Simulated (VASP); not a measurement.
Here is the system:

```
CELL_PARAMETERS angstrom
      1.52766    -2.60274     0.00000
      1.52766     2.60274     0.00000
      0.00000     0.00000     3.17896
ATOMIC_POSITIONS crystal
  Ti 0.00000 0.00000 0.00000
  B  0.33333 0.66667 0.50000
  B  0.68553 0.35219 0.50000
```

Computed with PBE GGA + U (Dudarev), VASP's PBE PAW potentials (set 64) (plane waves; VASP). Numerical set-up: 520 eV cut-off, 10×10×9 Γ-centred mesh, first-order Methfessel-Paxton smearing of 0.10 eV, potentials Ti_sv B, U − J: Ti 5.00 eV.

Task: Which forces act on the atoms, in eV/Å?

Result: 
```
atom      Fx      Fy     Fz
----  ------  ------  -----
Ti1    0.455   0.015  0.000
B2     0.618  -0.028  0.000
B3    -1.073   0.013  0.000
```

Task: Give the stress tensor in GPa (positive for a compressed cell).

Result: 
```
 6.97  -0.51   0.00
-0.51  16.04   0.00
 0.00   0.00  21.72
```
The pressure is its mean diagonal, 14.91 GPa.

The compound is TiB2 in the AlB2 type structure. The cell was not relaxed at this level, atoms are displaced from their ideal sites. The run is one of a series of settings (LDAU = .TRUE., LDAUJ = 0 0, LDAUL = 2 -1, LDAUTYPE = 2, LDAUU = 5.0 0, LMAXMIX = 2 against the base run), some of them coarse on purpose.
